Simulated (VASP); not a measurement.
Given:

```xyz
5
Lattice="3.9393 0.0000 0.0000 0.0000 3.9393 0.0000 0.0000 0.0000 3.9393" Properties=species:S:1:pos:R:3 pbc="T T T"
Sr     0.0000     0.0000     0.0000
Ti     1.9697     1.9697     1.9697
O      1.9697     0.0000     1.9697
O      0.0000     1.9697     1.9697
O      1.9697     1.9697     0.0000
```

All values below come from PW91 GGA, VASP's PBE PAW potentials (set 64) (plane waves; VASP). Run with 520 eV cut-off, Gaussian smearing of 0.050 eV, potentials Sr_sv Ti_sv O.

**Question.** Give the energies of bands 12 to 23 at the high-symmetry points, in eV from the valence-band maximum.

**Answer.** 
| band | Γ | X | M | R |
|---|---|---|---|---|
| 12 | -2.79 | -4.23 | -4.50 | -4.55 |
| 13 | -2.79 | -2.79 | -4.44 | -4.07 |
| 14 | -2.79 | -2.79 | -4.09 | -4.07 |
| 15 | -1.12 | -2.42 | -2.76 | -3.65 |
| 16 | -1.12 | -2.28 | -2.76 | -3.65 |
| 17 | -1.12 | -2.28 | -1.73 | -3.65 |
| 18 | -0.37 | -1.90 | -1.54 | 0.00 |
| 19 | -0.37 | -0.73 | -1.54 | 0.00 |
| 20 | -0.37 | -0.73 | -0.09 | 0.00 |
| 21 | 1.80 | 1.95 | 3.63 | 4.28 |
| 22 | 1.80 | 3.63 | 3.63 | 4.28 |
| 23 | 1.80 | 3.63 | 4.08 | 4.28 |

The gap is indirect, 1.80 eV, from the valence maximum at R to the conduction minimum at Γ.

Measured: gap 3.59 eV (computed value off by -1.79 eV), as given by Anna Miglio et al., npj Computational Materials (2020), arXiv:2011.12765 [zero-point renormalisation of 336 meV (experimental, the table's column) added back].

The compound is SrTiO3 in the cubic perovskite structure, the ideal cubic form; the compound distorts at low or room temperature. It was relaxed first.
